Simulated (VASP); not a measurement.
Consider the following.

```
InSb
1.0
    0.00000     3.35173     3.35173
    3.35173     0.00000     3.35173
    3.35173     3.35173     0.00000
In Sb
1 1
Direct
  0.00000   0.00000   0.00000
  0.25000   0.25000   0.25000
```

Level of theory: PBE GGA with D3 dispersion (zero damping), VASP's PBE PAW potentials (set 64) (plane waves; VASP). Run with 520 eV cut-off, 10×10×10 Γ-centred mesh, first-order Methfessel-Paxton smearing of 0.10 eV, potentials In_d Sb.

Unless said otherwise, spin-orbit coupling is left out, though it shifts the bands of the heavy elements here.

Question: What does the run give for the energy per atom (σ→0), pressure, band gap (on the k-mesh) with the smallest direct gap where there is one?

Answer: 
```
Quantity                                                    Result
------------------------  ----------------------------------------
band gap (on the k-mesh)  none (metal, semimetal or under 0.01 eV)
energy per atom (σ→0)                               -3.681 eV/atom
pressure                                                 -2.07 GPa
```

Only differences to runs with the same potentials and settings are physical.

The compound is InSb in the zinc blende structure. This cell is one point of a volume scan, at 1.06 of the reference volume.
